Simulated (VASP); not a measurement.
```xyz
2
Lattice="0.0000 2.7591 2.7591 2.7591 0.0000 2.7591 2.7591 2.7591 0.0000" Properties=species:S:1:pos:R:3 pbc="T T T"
Zn     0.0000     0.0000     0.0000
S      1.3795     1.3795     1.3796
```

The numbers are results of PBE GGA + U (Dudarev), VASP's PBE PAW potentials (set 64) (plane waves; VASP), not measurements. Settings: 400 eV cut-off, 8×8×8 Γ-centred mesh, Gaussian smearing of 0.050 eV, potentials Zn S, U − J: Zn 2.00 eV.

**Question.** Give the stress tensor in GPa (positive for a compressed cell).

**Answer.** 
```
-3.17   0.00   0.00
 0.00  -3.17   0.00
 0.00   0.00  -3.17
```
The pressure is its mean diagonal, -3.17 GPa.

The compound is ZnS in the zinc blende structure. The cell was not relaxed at this level. The run is one of a series of settings (LDAU = .TRUE., LDAUJ = 0 0, LDAUL = 2 -1, LDAUTYPE = 2, LDAUU = 2.0 0 against the base run), some of them coarse on purpose.
